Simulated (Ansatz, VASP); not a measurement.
# Cross-check of Ca2PbSe2S between VASP and Ansatz

One calculation is typed for both programs; each brings its own data sets. How far apart do they land? The cell is generated by rule, not measured, and may not be a known phase. The cell is taken from a series of runs on this material, whose earlier steps may have relaxed, scaled, displaced or heated it; both programs get it as it stands.

Calculated with Ansatz 0.2.0; plane waves, with VASP 6.6.1 beside it; relaxation of cell and atoms at PBEsol.

The structure was built from a prototype and need not be the compound's stable phase.

**1. The structure**

Symmetry: I4/mmm, No. 139, tetragonal system. The conventional cell has a = 4.158 Å, b = 4.158 Å, c = 17.689 Å, α = 90.00°, β = 90.00°, γ = 90.00°. Nearest to Ca lie 1 S at 2.87 Å and 5 Se at 2.94 to 2.96 Å. Pb has 4 S at 2.94 Å and 2 Se at 3.01 Å nearest. Nearest to S lie 2 Ca at 2.87 Å and 4 Pb at 2.94 Å. Se has 5 Ca at 2.94 to 2.96 Å and 1 Pb at 3.01 Å nearest. Farther neighbours and most contacts between anions are not listed.

**2. Ansatz: relaxation of cell and atoms, PBEsol**

Ansatz runs on its default PAW (the set named soft_2) files.

The relaxed volume is the usual yardstick between codes: in a stiff, nearly cubic crystal its relative difference is about their pressure difference at one cell divided by the bulk modulus.

File input.yaml:

```yaml
crystal:
  lattice:
    - [2.940062322, 2.940062322, 0.0]
    - [-2.940062322, 2.940062322, 0.0]
    - [2.940062322, 0.0, 8.844489755]
  atoms:
    - { symbol: Ca, position: [0.3376339533, 0.6623660467, 0.3247320933] }
    - { symbol: Ca, position: [0.6623660467, 0.3376339533, 0.6752679067] }
    - { symbol: Pb, position: [0.0, 0.0, 0.0] }
    - { symbol: S, position: [0.5, 0.5, 0.0] }
    - { symbol: Se, position: [0.8298443074, 0.1701556926, 0.3403113853] }
    - { symbol: Se, position: [0.1701556926, 0.8298443074, 0.6596886147] }
kpoints:
  mp_grid: { grid: [8, 8, 8] }
hamiltonian:
  xc: pbesol
scf:
  occupations: { method: fixed }
output:
  forces: true
  stress: true
  eigenvalues: true
relax:
  adjacent_minimum: "off"
  f_tol: 0.001
  max_steps: 60
  cell: { stress_tol: 0.01 }
```

Launch:

```
ansatz run input.yaml --threads 4 --pin off --max-ram 14336MiB --backend cpu --events-out ev --progress --plain --runs-dir out
```

Numbers of over 12 decimals in the logs are rounded to 6 here.

The log of the run:

```text
Engine: ansatz 0.2.0, aarch64-unknown-linux-gnu
Pseudopotentials: kind: paw
Pseudopotential: Ca, paw, valence charge 10, recommended cutoff 420 eV (normal), Ca.paw.azcp
Pseudopotential: Pb, paw, valence charge 14, recommended cutoff 420 eV (normal), Pb.paw.azcp
Pseudopotential: S, paw, valence charge 6, recommended cutoff 420 eV (normal), S.paw.azcp
Pseudopotential: Se, paw, valence charge 16, recommended cutoff 420 eV (normal), Se.paw.azcp
Functional definition: PBEsol
  exchange = pbesol_x
  correlation = pbesol_c
Crystal: 6 atoms, lattice volume = 152.903 Å³
Basis set: ecut = 420 eV, 3001 PW (Γ), exchange–correlation on 60×60×128 points (8 copies of the dense FFT grid, shifted against one another)
Bands: 44, of which v1, the nominal top of the filled ones, is band 36 counted from 1 (35 counted from 0)
Symmetry: 16 space group operations
Space group: I4/mmm (ITA 139), of the structure as read, at distance tolerance 5.3e-5 Å
k-points: 59 of 512
Non-local potential: Ca, projectors of the file, l = 0: 3, l = 1: 2, l = 2: 2
Non-local potential: Pb, projectors of the file, l = 0: 2, l = 1: 2, l = 2: 2, l = 3: 2
Non-local potential: S, projectors of the file, l = 0: 2, l = 1: 2, l = 2: 2
Non-local potential: Se, projectors of the file, l = 0: 2, l = 1: 2, l = 2: 3, l = 3: 1
PAW form: soft (Blöchl's): semilocal exchange-correlation on the pseudo side does not see the compensation charge
PAW frozen core: Ca, regenerated for the run's functional, and the local potential with it (the file was generated under x = pbe(κ = 0.804, μ = 0.219515), c = pbe(β = 0.066725))
PAW frozen core: Pb, regenerated for the run's functional, and the local potential with it (the file was generated under x = pbe(κ = 0.804, μ = 0.219515), c = pbe(β = 0.066725))
PAW frozen core: S, regenerated for the run's functional, and the local potential with it (the file was generated under x = pbe(κ = 0.804, μ = 0.219515), c = pbe(β = 0.066725))
PAW frozen core: Se, regenerated for the run's functional, and the local potential with it (the file was generated under x = pbe(κ = 0.804, μ = 0.219515), c = pbe(β = 0.066725))
PAW one-centre angular grid: Ca, 110 points (default); XC on 64 Gauss nodes
PAW one-centre angular grid: Pb, 590 points (default); XC on 64 Gauss nodes
PAW one-centre angular grid: S, 110 points (default); XC on 64 Gauss nodes
PAW one-centre angular grid: Se, 590 points (default); XC on 64 Gauss nodes
Initial density: superposition of atomic densities (neutral atoms: chi_scale 0, normalization atom), corrected by the library's trained network
Initial wavefunctions: pseudopotential atomic-orbital guess
Functional: x = pbesol(κ = 0.804, μ = 0.123457), c = pbesol(β = 0.046)
SCF iter   1: F=—  HF=-27085.048029 eV  |F-HF|=—  |Δ(HF+E_count)|=         —  Δρ=3.42e-3  dr2=3.10e-2  ethr=1.77e-3  ⟨swp⟩=5.2  Hψ=9718  notcnv=0  defer=302
preconditioner: auto → Resta (q_TF=auto, 2.406 Å⁻¹)  ε∞=3.3  [insulator: Δε(μ)=1.171 eV  Ē_g=11.877 eV  n_scr=42 (ndim 8)  ℏωp=18.0 eV  f_vac=0.001  ε∞_Penn≈3.3]
SCF iter   2: F=—  HF=-27085.039091 eV  |F-HF|=—  |Δ(HF+E_count)|=   8.94e-3  Δρ=1.40e-3  dr2=4.03e-3  ethr=4.31e-5  ⟨swp⟩=2.5  Hψ=3763  notcnv=0  defer=353
SCF iter   3: F=—  HF=-27085.038366 eV  |F-HF|=—  |Δ(HF+E_count)|=   7.25e-4  Δρ=4.74e-4  dr2=3.38e-4  ethr=5.59e-6  ⟨swp⟩=2.0  Hψ=3204  notcnv=0  defer=354
SCF iter   4: F=—  HF=-27085.038417 eV  |F-HF|=—  |Δ(HF+E_count)|=   5.11e-5  Δρ=1.28e-4  dr2=2.56e-5  ethr=4.69e-7  ⟨swp⟩=2.0  Hψ=3171  notcnv=0  defer=344
SCF iter   5: F=—  HF=-27085.038457 eV  |F-HF|=—  |Δ(HF+E_count)|=   4.01e-5  Δρ=3.63e-5  dr2=2.72e-6  ethr=3.55e-8  ⟨swp⟩=2.0  Hψ=4617  notcnv=0  defer=273
SCF iter   6: F=—  HF=-27085.038458 eV  |F-HF|=—  |Δ(HF+E_count)|=   7.08e-7  Δρ=1.04e-5  dr2=1.58e-7  ethr=3.78e-9  ⟨swp⟩=2.0  Hψ=4578  notcnv=0  defer=274
SCF iter   7: F=-27085.038458 eV  HF=-27085.038458 eV  |F-HF|=2.76e-9  |Δ(HF+E_count)|=   1.29e-7  Δρ=3.30e-6  dr2=1.95e-8  ethr=1.39e-10  ⟨swp⟩=15.3  Hψ=15468  notcnv=0
SCF 1 converged in 7 iterations: F = -27085.038458 eV  dr2 = 1.95e-8
  greatest PAW one-centre occupation: 1.000 electrons in one spin orbital (limit 2), on the Se atom at site 5 (counted from 0), in its partial waves of l = 2
relax step   1: F+E_penalty+E_count = -27085.03845817 eV  Δ(F+E_penalty+E_count) = +0.000e0 eV  max|allowed force component| = 4.574e-3 eV/Å  Δτ_max = 0.0000 Å  P = +0.009 GPa  Ω = 152.903 Å³  (7 SCF iters, dr2 threshold 1.00e-7 eV, accepted)
[...]
relax step   3: F+E_penalty+E_count = -27085.03847384 eV  Δ(F+E_penalty+E_count) = -6.385e-6 eV  max|allowed force component| = 1.771e-3 eV/Å  Δτ_max = 0.0011 Å  P = +0.002 GPa  Ω = 152.925 Å³  energy of the carried Pulay correction = -1.252e-6 eV  (5 SCF iters, dr2 threshold 2.32e-9 eV, accepted)
[...]
relax step   4: F+E_penalty+E_count = -27085.03847422 eV  Δ(F+E_penalty+E_count) = -3.862e-7 eV  max|allowed force component| = 3.036e-5 eV/Å  Δτ_max = 0.0004 Å  P = -0.001 GPa  Ω = 152.935 Å³  energy of the carried Pulay correction = -1.796e-6 eV  (5 SCF iters, dr2 threshold 1.96e-10 eV, accepted)
[...]
relax step   5: F+E_penalty+E_count = -27085.03847506 eV  Δ(F+E_penalty+E_count) = -8.372e-7 eV  max|allowed force component| = 2.744e-5 eV/Å  Δτ_max = 0.0000 Å  P = -0.001 GPa  Ω = 152.935 Å³  stress off target by 1.71e-3 GPa  SCF on the basis re-selected at this cell (its energy is not comparable with the rows above)  (6 SCF iters)
basis re-selected at this cell: Δ(F+E_penalty+E_count) = -8.372e-7 eV, ΔP = +0.000 GPa vs the last step (what re-selecting the basis moved, of the pressure what is left beyond the Pulay correction that the steps carried, after the strain that the cell walked since its last selection, with what the two solves' SCF thresholds leave and, on support functions, any second-order correction that the steps lacked; it is no m [...]
SCF converged after 6 iterations
Free energy (F): -27085.038475 eV
Harris-Foulkes:  -27085.038475 eV  (|F-HF|=3.64e-12)
Internal energy: -27085.038475 eV  (E = F + TS)
E sigma→0 (E₀):  -27085.038475 eV
Fermi energy:    7.857407 eV
--- Per-component energies (eV) ---
  E_band       = -1067.978800
  E_kinetic    = 1190.812153
  E_local      = -7811.666084  (includes V_loc(G=0)·N_el)
  E_nonlocal   = -677.411961
  E_hartree    = 3510.016621
  E_xc         = -797.241721
  E_vxc        = -761.740655  (∫ρ·V_xc dr)
  E_paw        = -16245.508776  (= ΣΔE_a)
  E_vpaw       = -28.004317  (= ΣTr[D̂ρ^β])
  E_aug_tail   = -0.001166  (compensation charges beyond the density's cutoff)
  E_ewald      = -6256.416096
  E_core_change = 2.378555  (= ΣΔE_core)
  E_smearing   = -0.000000  (= −TS)
  E_closure    = -0.000000  (closes the sum)
  Σ components = -27085.038475   (vs F -27085.038475, Δ=0.00e0)
--- Forces (eV/Å), atoms counted from 1 ---
  atom   1  Ca     0.00000000     0.00000000     0.00002744
  atom   2  Ca     0.00000000    -0.00000000    -0.00002744
  atom   3  Pb     0.00000000     0.00000000     0.00000000
  atom   4  S     -0.00000000    -0.00000000     0.00000000
  atom   5  Se     0.00000000    -0.00000000    -0.00001369
  atom   6  Se     0.00000000     0.00000000     0.00001369
  max |Σ_I F_I| component: 1.53e-30 eV/Å
--- Stress (GPa, compression-positive) ---
       -0.000445       0.000000      -0.000000
       -0.000000      -0.000445      -0.000000
       -0.000000      -0.000000      -0.001712
  P = ⅓ Tr σ = -0.0009 GPa (-0.009 kbar)
--- Band table (eV; the first three rows and the last of 59) ---
  k-point 0: bands = [... 32 lower, 6.5288, 6.8347, 7.2025, 7.2025, 9.6326, 10.2460, 11.2350, 11.5605, ... 4 higher]
  k-point 1: bands = [... 32 lower, 6.5371, 6.9014, 7.1896, 7.1896, 9.6218, 10.2659, 11.1239, 11.6017, ... 4 higher]
  k-point 2: bands = [... 32 lower, 6.5583, 7.0054, 7.1572, 7.1572, 9.5977, 10.3126, 10.9994, 11.6675, ... 4 higher]
  k-point 58: bands = [... 32 lower, 5.5432, 6.0290, 6.0290, 6.8738, 10.1531, 10.1531, 11.3658, 11.9646, ... 4 higher]
--- Relaxed structure (4 steps of the walk, 4 accepted, 1 SCFs on fresh bases) ---
  F+E_penalty+E_count = -27085.03847506 eV   max|allowed force component| = 2.744e-5 eV/Å   (the final SCF, on the basis selected at the relaxed cell)
  cell:  # Å, volume = 152.9346 Å³
    - [2.940770, 2.940770, 0]
    - [-2.940770, 2.940770, 0]
    - [2.940770, 0, 8.842065]
  atoms:
    - { symbol: Ca, position: [0.337688, 0.662312, 0.324624] }
    - { symbol: Ca, position: [0.662312, 0.337688, 0.675376] }
    - { symbol: Pb, position: [0, 0, 0] }
    - { symbol: S, position: [0.5, 0.5, 0] }
    - { symbol: Se, position: [0.829876, 0.170124, 0.340249] }
    - { symbol: Se, position: [0.170124, 0.829876, 0.659751] }
```

In the SCF lines HF is the Harris–Foulkes energy and dr2 the Hartree energy of the density residual, in eV; the loop may stop once dr2 is under the threshold and the program's other checks hold. Hψ counts applications of the Hamiltonian.

(Continued in part 2 of 2.)

[Lines on the potential files, build, host, timing and source positions are cut from VASP's logs without a mark.]

[Logs are printed without paths, hosts, clocks, repeated set-up lines and the standing remarks that a program may print on its own settings, such as how far it seeks lower states.]

[Hosts, paths, dates, database ids (printed as entryN), source tags and the programs' standing remarks are cut or masked in the printed files.]
